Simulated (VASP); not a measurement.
Hf3SnS4:

```
Hf Sn S
1.0
     6.01101    0.00000    0.00000
     0.00000    6.01101    0.00000
     0.00000    0.00000    6.01101
Hf Sn S
3 1 4
Direct
  0.00000 0.50000 0.50000
  0.50000 0.00000 0.50000
  0.50000 0.50000 0.00000
  0.00000 0.00000 0.00000
  0.50000 0.50000 0.50000
  0.50000 0.00000 0.00000
  0.00000 0.50000 0.00000
  0.00000 0.00000 0.50000
```

The cell was built by a generator and needn't be a form met in nature.

```yaml
Program: VASP 6.6.1
Task: relaxation of cell and atoms
Functional: PBE
Potentials_or_basis: VASP PAW PBE potentials, release 64 (Hf_pv, Sn_d, S)
Cutoff: 520 eV
k_mesh: 3 × 3 × 3
Occupations: gaussian, width 0.15 eV
Spin: no spin polarisation
```

At the start: pressure -16.4 GPa; volume 27.15 Å³/atom.

How do energy, volume and symmetry change on relaxing?

Over 3 steps the energy falls by 645.4 meV/atom and the volume is 18.63 Å³/atom (-31.4 %); space group Pm-3m (No. 221, to 0.05 Å).

The path:
```tsv
step	energy change (eV)	largest force (eV/Å)	pressure (GPa)	volume (Å³)
1	0.0000	0.0000	-16.41	217.19
2	-4.9818	0.0000	7.10	140.97
3	-5.1632	0.0000	-0.28	149.06
```

Final structure:
```xyz
8
Lattice="5.3021 0.0000 0.0000 0.0000 5.3021 0.0000 0.0000 0.0000 5.3021" Properties=species:S:1:pos:R:3 pbc="T T T"
Hf    0.0000    2.6511    2.6511
Hf    2.6511    0.0000    2.6511
Hf    2.6511    2.6511    0.0000
Sn    0.0000    0.0000    0.0000
S     2.6511    2.6511    2.6511
S     2.6511    0.0000    0.0000
S     0.0000    2.6511    0.0000
S     0.0000    0.0000    2.6511
```

Caveat: the volume moved by over 15 % at a fixed basis, so the end points are rough.
